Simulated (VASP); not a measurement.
Data:

```
CELL_PARAMETERS angstrom
      0.00000     1.95811     1.95811
      1.98793    -0.02982     1.98793
      1.98793     1.98793    -0.02982
ATOMIC_POSITIONS crystal
  Li 0.00000 0.00000 0.00000
  H  0.50000 0.50000 0.50000
```

All values below come from PBEsol GGA, VASP's PBE PAW potentials (set 64) (plane waves; VASP). Settings: 600 eV cut-off, 10×10×10 Γ-centred mesh, Gaussian smearing of 0.050 eV, potentials Li_sv H.

Q: Estimate the energy per atom (σ→0).

A: 
The energy per atom (σ→0) is -3.060 eV/atom.

The absolute energy has meaning only against runs of the same code, potentials and settings.

The compound is LiH in the rock salt structure. This cell was strained or had an atom moved on purpose.
